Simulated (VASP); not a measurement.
Data:

```
CELL_PARAMETERS angstrom
      2.98008     0.00000     0.00000
      0.00000     2.98008     0.00000
      0.00000     0.00000     2.98008
ATOMIC_POSITIONS crystal
  Al 0.50000 0.50000 0.50000
  Ru 0.00000 0.00000 0.00000
```

Calculation: PBE GGA, VASP's PBE PAW potentials (set 64) (plane waves; VASP). Run with 500 eV cut-off, 12×12×12 Γ-centred mesh, first-order Methfessel-Paxton smearing of 0.10 eV, potentials Al Ru_pv.

Question: Estimate the energy per atom (σ→0), pressure, band gap (on the k-mesh) with the smallest direct gap where there is one.

Answer: 
```yaml
band gap (on the k-mesh): none (metal, semimetal or under 0.01 eV)
energy per atom (σ→0): -7128 meV/atom
pressure: 4.96 GPa
```

The compound is RuAl in the CsCl type structure. It was relaxed first under an external pressure of 5 GPa. The electron count is odd and the run is not spin-polarised, which forces a metal.
